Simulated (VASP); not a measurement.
```yaml
crystal:
  lattice:
    - [1.61884, -2.80392, 0.00000]
    - [1.61884, 2.80392, 0.00000]
    - [0.00000, 0.00000, 5.22493]
  atoms:
    - { symbol: Zn, position: [0.66667, 0.33333, 0.50143] }
    - { symbol: Zn, position: [0.33333, 0.66667, 0.00143] }
    - { symbol: O, position: [0.66667, 0.33333, 0.88057] }
    - { symbol: O, position: [0.33333, 0.66667, 0.38057] }
```

Calculation: PBEsol GGA, VASP's PBE PAW potentials (set 64) (plane waves; VASP). Settings: 520 eV cut-off, Gaussian smearing of 0.050 eV, potentials Zn O.

Problem. Predict the band gap (along the path) with the smallest direct gap where there is one.

Solution. 
```yaml
band gap (along the path): 0.68 eV
smallest direct gap (along the path): 0.68 eV
```

Only differences to runs with the same potentials and settings are physical.

The compound is ZnO in the wurtzite structure. It was relaxed first.
